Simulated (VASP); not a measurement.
```xyz
2
Lattice="0.0000 2.6524 2.6524 2.6524 0.0000 2.6524 2.6524 2.6524 0.0000" Properties=species:S:1:pos:R:3 pbc="T T T"
Mn     0.0000     2.6524     2.6524
Si     1.3262     1.3262     1.3262
```
Starting moments (μB, in the order of the record's atoms Mn Si): 2.6 -0.2.

Method: PBEsol GGA, VASP's PBE PAW potentials (set 64) (plane waves; VASP 6.6.1). Settings: 400 eV cut-off, Gaussian smearing of 0.050 eV, potentials Mn_pv Si.

Q: Predict the cell moment, band gap (along the path) with the smallest direct gap where there is one.

A: 
```
Property                                                      Value
-------------------------  ----------------------------------------
band gap (along the path)  none (metal, semimetal or under 0.01 eV)
cell moment                                                 2.34 μB
```

Total energies compare only between runs with the same potentials, cut-off and functional.

The structure was generated: MnSi was put into the zinc blende type (F-43m), which need not be its known phase. It was relaxed first, which changed the volume by -22 %.
